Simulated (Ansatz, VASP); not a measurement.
## AlBPN: VASP beside Ansatz

One calculation is typed for both programs; each brings its own data sets. How far apart do they land? The cell is generated by rule, not measured, and may not be a known phase. The cell is taken from a series of runs on this material, whose earlier steps may have relaxed, scaled, displaced or heated it; both programs get it as it stands.

Method: plane waves, with VASP 6.6.1 beside it; zone-centre phonons at LDA, in Ansatz 0.2.0.

The structure was built from a prototype and need not be the compound's stable phase.

**1. Starting point**

Symmetry: Pmm2, No. 25, orthorhombic system. The conventional cell has a = 3.069 Å, b = 3.165 Å, c = 9.035 Å, α = 90.00°, β = 90.00°, γ = 90.00°. Al has 2 N at 1.88 Å and 2 P at 2.30 Å nearest. Nearest to Al lie 4 N at 1.89 Å. Nearest to B lie 2 N at 1.74 Å and 2 P at 1.95 Å. Nearest to B lie 4 P at 1.91 to 1.92 Å. Nearest to N lie 4 Al at 1.88 to 1.89 Å. Nearest to N lie 2 B at 1.74 Å and 2 Al at 1.89 Å. Farther neighbours and most contacts between anions are not listed.

**2. Ansatz: zone-centre phonons, LDA**

Ansatz runs on its default PAW (the set named soft_2) files.

Second derivatives magnify differences that forces hide, and they need a tight electronic threshold.

input.yaml

```yaml
crystal:
  lattice:
    - [2.2381147998, 2.2381147998, 0.0]
    - [-2.1700482452, 2.1700482452, 0.0]
    - [0.0, 0.0, 9.0354674816]
  atoms:
    - { symbol: Al, position: [0.0, 0.0, 0.5384568651] }
    - { symbol: Al, position: [0.5, 0.5, 0.771045558] }
    - { symbol: B, position: [0.0, 0.0, -0.0233913262] }
    - { symbol: B, position: [0.5, 0.5, 0.2284562538] }
    - { symbol: "N", position: [0.5, 0.0, 0.6498554086] }
    - { symbol: "N", position: [0.0, 0.5, 0.8848558858] }
    - { symbol: P, position: [0.5, 0.0, 0.1018511609] }
    - { symbol: P, position: [0.0, 0.5, 0.3488701939] }
kpoints:
  mp_grid: { grid: [12, 12, 4] }
hamiltonian:
  xc: lda
scf:
  occupations: { method: methfessel_paxton, width: 0.15 }
output:
  eigenvalues: true
phonons:
  method: dfpt
```

Launch:

```bash
$ ansatz run input.yaml --threads 8 --pin off --max-ram 14336MiB --backend cpu --events-out ev --progress --plain --runs-dir out
```

Numbers of over 12 decimals in the logs are rounded to 6 here.

Output:

```text
zone centre: on kpoints.mp_grid the ground state, and the responses unless they are solved on pairs of k-points, stand on 222 of the mesh's 576 k-points, reduced under 2 symmetry operations, with k and −k counted as one. Each operation leaves every solved displacement unchanged or reverses it
Engine: ansatz 0.2.0, aarch64-unknown-linux-gnu
Pseudopotentials: kind: paw
Pseudopotential: Al, paw, valence charge 3, recommended cutoff 420 eV (normal), Al.paw.azcp
Pseudopotential: B, paw, valence charge 3, recommended cutoff 420 eV (normal), B.paw.azcp
Pseudopotential: N, paw, valence charge 5, recommended cutoff 420 eV (normal), N.paw.azcp
Pseudopotential: P, paw, valence charge 5, recommended cutoff 420 eV (normal), P.paw.azcp
Functional definition: SPW92
  exchange = slater_x
  correlation = pw_c
Crystal: 8 atoms, lattice volume = 87.767 Å³
Basis set: ecut = 420 eV, 1699 PW (Γ), exchange–correlation on 48×48×128 points (8 copies of the dense FFT grid, shifted against one another)
Bands: 24, of which v1, the nominal top of the filled ones, is band 16 counted from 1 (15 counted from 0)
Symmetry: 4 space group operations
k-points: 222 of 576 (irreducible under 2 space group operations, time reversal used)
Non-local potential: Al, projectors of the file, l = 0: 2, l = 1: 2, l = 2: 1
Non-local potential: B, projectors of the file, l = 0: 2, l = 1: 2, l = 2: 1
Non-local potential: N, projectors of the file, l = 0: 2, l = 1: 2, l = 2: 1
Non-local potential: P, projectors of the file, l = 0: 2, l = 1: 2, l = 2: 2
PAW form: soft (Blöchl's): semilocal exchange-correlation on the pseudo side does not see the compensation charge
PAW frozen core: Al, regenerated for the run's functional, and the local potential with it (the file was generated under x = pbe(κ = 0.804, μ = 0.219515), c = pbe(β = 0.066725))
PAW frozen core: B, regenerated for the run's functional, and the local potential with it (the file was generated under x = pbe(κ = 0.804, μ = 0.219515), c = pbe(β = 0.066725))
PAW frozen core: N, regenerated for the run's functional, and the local potential with it (the file was generated under x = pbe(κ = 0.804, μ = 0.219515), c = pbe(β = 0.066725))
PAW frozen core: P, regenerated for the run's functional, and the local potential with it (the file was generated under x = pbe(κ = 0.804, μ = 0.219515), c = pbe(β = 0.066725))
PAW one-centre angular grid: Al, 110 points (default); XC on 64 Gauss nodes
PAW one-centre angular grid: B, 110 points (default); XC on 64 Gauss nodes
PAW one-centre angular grid: N, 110 points (default); XC on 64 Gauss nodes
PAW one-centre angular grid: P, 110 points (default); XC on 64 Gauss nodes
Initial density: superposition of atomic densities (neutral atoms: chi_scale 0, normalization atom), corrected by the library's trained network
Initial wavefunctions: pseudopotential atomic-orbital guess
Functional: x = slater, c = lda
SCF iter   1: F=—  HF=-3530.428966 eV  |F-HF|=—  |Δ(HF+E_count)|=         —  Δρ=8.93e-3  dr2=1.14e-1  ethr=1.77e-3  ⟨swp⟩=7.0  Hψ=32293  notcnv=0
preconditioner: auto → Kerker (q_TF=auto, 2.306 Å⁻¹)  [metal: Δε(μ)=0.088 eV  Ē_g=11.461 eV  σ=0.150 eV  W_gap=0.43  n_scr=18 (ndim 8)  ℏωp=22.4 eV  f_vac=0.000  D(μ)=0.45/eV (n_scr^D=2)]
SCF iter   2: F=—  HF=-3530.408411 eV  |F-HF|=—  |Δ(HF+E_count)|=   2.06e-2  S|Δr|=    0.00e0  Δρ=3.76e-3  dr2=2.81e-2  ethr=3.56e-4  ⟨swp⟩=1.1  Hψ=7143  notcnv=0
SCF iter   3: F=—  HF=-3530.404149 eV  |F-HF|=—  |Δ(HF+E_count)|=   4.26e-3  S|Δr|=    0.00e0  Δρ=1.46e-3  dr2=9.03e-3  ethr=8.78e-5  ⟨swp⟩=1.0  Hψ=4792  notcnv=0
SCF iter   4: F=—  HF=-3530.402566 eV  |F-HF|=—  |Δ(HF+E_count)|=   1.58e-3  S|Δr|=    0.00e0  Δρ=5.41e-4  dr2=1.17e-3  ethr=2.82e-5  ⟨swp⟩=1.6  Hψ=5193  notcnv=0
SCF iter   5: F=—  HF=-3530.402406 eV  |F-HF|=—  |Δ(HF+E_count)|=   1.60e-4  S|Δr|=    0.00e0  Δρ=4.26e-4  dr2=2.29e-4  ethr=3.66e-6  ⟨swp⟩=2.3  Hψ=7376  notcnv=0
SCF iter   6: F=—  HF=-3530.402355 eV  |F-HF|=—  |Δ(HF+E_count)|=   5.11e-5  S|Δr|=    0.00e0  Δρ=9.42e-5  dr2=2.01e-5  ethr=7.14e-7  ⟨swp⟩=2.0  Hψ=7521  notcnv=0
SCF iter   7: F=—  HF=-3530.402352 eV  |F-HF|=—  |Δ(HF+E_count)|=   2.75e-6  S|Δr|=    0.00e0  Δρ=2.53e-5  dr2=3.25e-6  ethr=6.28e-8  ⟨swp⟩=2.3  Hψ=7641  notcnv=0
SCF iter   8: F=—  HF=-3530.402350 eV  |F-HF|=—  |Δ(HF+E_count)|=   1.98e-6  S|Δr|=    0.00e0  Δρ=8.03e-6  dr2=4.62e-7  ethr=1.01e-8  ⟨swp⟩=1.7  Hψ=6115  notcnv=0
SCF iter   9: F=—  HF=-3530.402350 eV  |F-HF|=—  |Δ(HF+E_count)|=   8.57e-8  S|Δr|=    0.00e0  Δρ=2.60e-6  dr2=2.46e-8  ethr=1.44e-9  ⟨swp⟩=2.2  Hψ=6377  notcnv=0
SCF iter  10: F=—  HF=-3530.402350 eV  |F-HF|=—  |Δ(HF+E_count)|=   4.24e-9  S|Δr|=    0.00e0  Δρ=8.04e-7  dr2=1.10e-9  ethr=7.68e-11  ⟨swp⟩=2.3  Hψ=7311  notcnv=0
SCF iter  11: F=—  HF=-3530.402350 eV  |F-HF|=—  |Δ(HF+E_count)|=  1.41e-10  S|Δr|=    0.00e0  Δρ=4.99e-7  dr2=2.69e-10  ethr=3.44e-12  ⟨swp⟩=2.0  Hψ=7837  notcnv=0
SCF iter  12: F=—  HF=-3530.402350 eV  |F-HF|=—  |Δ(HF+E_count)|=  6.55e-11  S|Δr|=    0.00e0  Δρ=1.20e-7  dr2=1.67e-11  ethr=1.00e-12  ⟨swp⟩=2.0  Hψ=7589  notcnv=0
SCF iter  13: F=-3530.402350 eV  HF=-3530.402350 eV  |F-HF|=1.36e-12  |Δ(HF+E_count)|=  3.18e-12  S|Δr|=    0.00e0  Δρ=2.74e-8  dr2=1.10e-12  ethr=1.00e-12  ⟨swp⟩=11.7  Hψ=28197  notcnv=0
SCF 1 converged in 13 iterations: F = -3530.402350 eV  dr2 = 1.10e-12
  greatest PAW one-centre occupation: 0.783 electrons in one spin orbital (limit 2), on the N atom at site 4 (counted from 0), in its partial waves of l = 0
DFPT response loops at Γ: preconditioner auto → Kerker (q_TF=auto, 2.306 Å⁻¹) (partly filled bands, converged f_vac=0.000); β = 1.00, the filter's whole step (`scf.mixing.beta` (0.50) is not read by the response loops under this deck's `scf.mixing.preconditioner`; to damp them name `kerker` or `kerker_dos`, under which they read `scf.mixing.beta`, and type it under 1.00, their step now; both keys bind the ground state too); Broyden in place of MSR1
SCF converged after 13 iterations
Stability not checked: this state was not tested for a lower state beside it, because cold or Methfessel-Paxton smearing, or corrected tetrahedra, fill the levels in a way that the test cannot read (fill_not_monotonic; see scf.lower_state_search)
Free energy (F): -3530.402350 eV
Harris-Foulkes:  -3530.402350 eV  (|F-HF|=1.36e-12)
Internal energy: -3530.404018 eV  (E = F + TS)
E sigma→0 (E₀):  -3530.402767 eV
Entropy (-TS):   0.001668 eV (0.209 meV/atom)
Fermi energy:    10.484599 eV
Step filling:    the computed levels leave a gap of 0.0464 eV = 0.3 smearing widths at the electron count; against every level under it full and every level over it empty, smearing changes F+E_penalty+E_count by +0.771 meV and its σ→0 estimate by +0.353 meV
--- Per-component energies (eV) ---
  E_band       = 71.410424
  E_kinetic    = 561.335292
  E_local      = -659.303779  (includes V_loc(G=0)·N_el)
  E_nonlocal   = 210.203100
  E_hartree    = 223.505558
  E_xc         = -389.769809
  E_vxc        = -415.908968  (∫ρ·V_xc dr)
  E_paw        = -2349.185387  (= ΣΔE_a)
  E_vpaw       = -71.926511  (= ΣTr[D̂ρ^β])
  E_aug_tail   = 0.000178  (compensation charges beyond the density's cutoff)
  E_ewald      = -1127.787064
  E_core_change = 0.597893  (= ΣΔE_core)
  E_smearing   = 0.001668  (= −TS)
  E_closure    = -0.000000  (closes the sum)
  Σ components = -3530.402350   (vs F -3530.402350, Δ=0.00e0)
--- Band table (eV; the first three rows and the last of 222) ---
  k-point 0: bands = [... 12 lower, 6.8319, 8.0309, 8.8400, 9.8904, 10.5869, 10.6948, 11.7401, 12.0827, ... 4 higher]
  k-point 1: bands = [... 12 lower, 6.8582, 7.6134, 8.8014, 9.9025, 10.6606, 10.7487, 11.7070, 12.0966, ... 4 higher]
  k-point 2: bands = [... 12 lower, 6.8839, 6.9395, 8.7625, 9.9246, 10.6268, 10.8757, 11.6740, 12.1101, ... 4 higher]
  k-point 221: bands = [... 12 lower, 4.5714, 4.5758, 4.8630, 4.9138, 10.4532, 11.4867, 11.9900, 12.4445, ... 4 higher]
--- Phonons (Γ-DFPT): 16 representative perturbations + reference, on 222 of 576 k-points (Σ response iterations 48) ---
  k mesh reduced under 2 symmetry operations, with k and −k counted as one. Each operation leaves every solved displacement unchanged or reverses it
  ASR residual: 3.062e-5 → 0.000e0 eV/Å²; symmetrization residual: 1.077e-6 eV/Å²
  ASR residual per site (eV/Å²): 2.79e-6 2.79e-6 5.95e-6 5.20e-6 1.06e-5 3.06e-5 3.31e-6 1.39e-5
  Γ frequencies (cm⁻¹): -79.44 0.00 0.00 0.00 186.62 191.84 239.76 245.00 296.67 337.91 354.39 382.05 394.49 538.96 626.56 643.72 681.89 696.39 703.59 773.91 779.84 807.80 826.69 834.77
  non-analytic LO–TO correction: not included (Born effective charges unavailable; polar crystals: no LO–TO splitting at Γ)
```

The column dr2 measures how far the density is from self-consistency, as an energy; F and HF (Harris–Foulkes) agree once it is small.

[end of part 1 of 3]

[Lines on the potential files, build, host, timing and source positions are cut from VASP's logs without a mark.]

[Logs are printed without paths, hosts, clocks, repeated set-up lines and the standing remarks that a program may print on its own settings, such as how far it seeks lower states.]

[Hosts, paths, dates, database ids (printed as entryN), source tags and the programs' standing remarks are cut or masked in the printed files.]
